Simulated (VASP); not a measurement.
Level of theory: rev-vdW-DF2, VASP's PBE PAW potentials (set 64) (plane waves; VASP).

A VASP calculation is set up with these files.

POSCAR:
```
InP
1
    0.0000000000     2.9350000000     2.9350000000
    2.9350000000     0.0000000000     2.9350000000
    2.9350000000     2.9350000000     0.0000000000
In P
1 1
Direct
  0.0000000000   0.0000000000   0.0000000000
  0.2500000000   0.2500000000   0.2500000000
```

KPOINTS:
```
Automatic
0
Gamma
 7 7 7
```

**INCAR**
```
SYSTEM = InP
PREC = Accurate
ENCUT = 520
EDIFF = 1E-6
NELM = 100
ALGO = Normal
LREAL = .FALSE.
LASPH = .TRUE.
ISMEAR = 0
SIGMA = 0.05
GGA = MK
PARAM1 = 0.1234568
PARAM2 = 0.7114
ZAB_VDW = -1.8867
LUSE_VDW = .TRUE.
AGGAC = 0.0
LMAXMIX = 4
LWAVE = .FALSE.
LCHARG = .FALSE.
IBRION = 2
ISIF = 3
NSW = 60
EDIFFG = -0.01
```

POTCAR, in this order: In_d P (PBE.64 set). Program: vasp_std.

What VASP printed:

OUTCAR:
```
 ion  position               nearest neighbor table
   1  0.000  0.000  0.000-   2 2.54   2 2.54   2 2.54   2 2.54
   2  0.250  0.250  0.250-   1 2.54   1 2.54   1 2.54   1 2.54
  LATTYP: Found a face centered cubic cell.
 ALAT       =     5.8700000000
 Subroutine PRICEL returns:
 Original cell was already a primitive cell.
 Subroutine GETGRP returns: Found 24 space group operations
The static configuration has the point symmetry T_d .
The dynamic configuration has the point symmetry T_d .
 Subroutine INISYM returns: Found 24 space group operations
 Subroutine IBZKPT returns following result:
 Found     20 irreducible k-points:

 Following reciprocal coordinates:
            Coordinates               Weight
  0.000000  0.000000  0.000000      1.000000
  0.142857  0.000000  0.000000      8.000000
  0.285714  0.000000  0.000000      8.000000
  0.428571  0.000000  0.000000      8.000000
  0.142857  0.142857  0.000000      6.000000
  0.285714  0.142857  0.000000     24.000000
  0.428571  0.142857  0.000000     24.000000
 -0.428571  0.142857  0.000000     24.000000
 -0.285714  0.142857  0.000000     24.000000
...
```

### OSZICAR
```
       N       E                     dE             d eps       ncg     rms          rms(c)
DAV:   1     0.119929667437E+03    0.11993E+03   -0.86267E+03   520   0.158E+03
DAV:   2     0.348012565923E+01   -0.11645E+03   -0.11169E+03   545   0.328E+02
DAV:   3    -0.457111623368E+01   -0.80512E+01   -0.79878E+01   665   0.902E+01
DAV:   4    -0.480999758693E+01   -0.23888E+00   -0.23862E+00   643   0.172E+01
DAV:   5    -0.482236491578E+01   -0.12367E-01   -0.12367E-01   761   0.343E+00    0.508E+00
DAV:   6    -0.443036568918E+01    0.39200E+00   -0.76931E-01   750   0.159E+01    0.307E+00
DAV:   7    -0.440387531876E+01    0.26490E-01   -0.19191E-01   700   0.378E+00    0.116E+00
DAV:   8    -0.440245119916E+01    0.14241E-02   -0.15212E-02   668   0.180E+00    0.361E-01
DAV:   9    -0.440260579585E+01   -0.15460E-03   -0.19164E-03   677   0.741E-01    0.178E-01
DAV:  10    -0.440261818398E+01   -0.12388E-04   -0.19177E-04   641   0.115E-01    0.120E-01
DAV:  11    -0.440263502401E+01   -0.16840E-04   -0.31970E-05   630   0.543E-02    0.157E-02
DAV:  12    -0.440263496481E+01    0.59198E-07   -0.12349E-05   635   0.742E-02    0.149E-02
DAV:  13    -0.440263498284E+01   -0.18032E-07   -0.50141E-07   325   0.766E-03
   1 F= -.44026350E+01 E0= -.44026350E+01  d E =-.440263E+01
       N       E                     dE             d eps       ncg     rms          rms(c)
DAV:   1    -0.470214361071E+01   -0.29951E+00   -0.78130E+00   655   0.646E+01    0.335E+00
DAV:   2    -0.445541996170E+01    0.24672E+00   -0.50413E-01   670   0.172E+01    0.128E+00
DAV:   3    -0.441030390477E+01    0.45116E-01   -0.15255E-01   670   0.887E+00    0.607E-01
DAV:   4    -0.441017692296E+01    0.12698E-03   -0.65571E-03   540   0.904E-01    0.439E-01
DAV:   5    -0.440930017682E+01    0.87675E-03   -0.61112E-04   627   0.288E-01    0.200E-01
DAV:   6    -0.440917211889E+01    0.12806E-03   -0.25375E-04   735   0.180E-01    0.273E-02
DAV:   7    -0.440916941517E+01    0.27037E-05   -0.24086E-05   673   0.681E-02    0.796E-03
DAV:   8    -0.440917011755E+01   -0.70238E-06   -0.29707E-06   551   0.330E-02
   2 F= -.44091701E+01 E0= -.44091701E+01  d E =-.653513E-02
       N       E                     dE             d eps       ncg     rms          rms(c)
DAV:   1    -0.444417348368E+01   -0.35004E-01   -0.81886E-01   650   0.195E+01    0.120E+00
DAV:   2    -0.441583043998E+01    0.28343E-01   -0.61742E-02   655   0.645E+00    0.411E-01
DAV:   3    -0.441127941026E+01    0.45510E-02   -0.14230E-02   670   0.275E+00    0.230E-01
DAV:   4    -0.441124830671E+01    0.31104E-04   -0.59859E-04   558   0.259E-01    0.159E-01
DAV:   5    -0.441118307190E+01    0.65235E-04   -0.70092E-05   735   0.960E-02    0.578E-02
DAV:   6    -0.441118583616E+01   -0.27643E-05   -0.21753E-05   800   0.594E-02    0.147E-02
DAV:   7    -0.441118348832E+01    0.23478E-05   -0.26831E-06   544   0.199E-02    0.308E-03
DAV:   8    -0.441118320403E+01    0.28429E-06   -0.15004E-07   260   0.498E-03
   3 F= -.44111832E+01 E0= -.44111832E+01  d E =-.854822E-02
```

**OUTCAR**
```
------------------------ aborting loop because EDIFF is reached ----------------------------------------
  FORCE on cell =-STRESS in cart. coord.  units (eV):
  Direction    XX          YY          ZZ          XY          YZ          ZX
  --------------------------------------------------------------------------------------
  Total        0.0019869      0.0019869      0.0019869      0.0000000     -0.0000000      0.0000000
  in kB        0.0611662      0.0611662      0.0611662      0.0000000     -0.0000000      0.0000000
  external PRESSURE =       0.0611662 kB  Pullay stress =       0.0000000 kB
  volume of cell :       52.04
      direct lattice vectors                 reciprocal lattice vectors
     0.000000000  2.963337938  2.963337938    -0.168728647  0.168728647  0.168728647
     2.963337938  0.000000000  2.963337938     0.168728647 -0.168728647  0.168728647
     2.963337938  2.963337938 -0.000000000     0.168728647  0.168728647 -0.168728647
  FREE ENERGIE OF THE ION-ELECTRON SYSTEM (eV)
  ---------------------------------------------------
  free  energy   TOTEN  =        -4.4111832040 eV

  energy  without entropy=       -4.4111832040  energy(sigma->0) =       -4.41118320

 reached required accuracy - stopping structural energy minimisation
```
(Selected blocks of OUTCAR.)

**CONTCAR**
```
InP
   1.00000000000000
     0.0000000000000000    2.9633379380553002    2.9633379380553002
     2.9633379380553002    0.0000000000000000    2.9633379380553002
     2.9633379380553002    2.9633379380553002   -0.0000000000000000
  In              P
     1     1
Direct
     0.0000000000000000    0.0000000000000000    0.0000000000000000
     0.2500000000000000    0.2500000000000000    0.2500000000000000
```

Energy and stress use the plane-wave basis of the starting cell.

The compound is InP in the zinc blende structure. This run relaxes it. Symmetry was kept, so distortions that lower it aren't found.
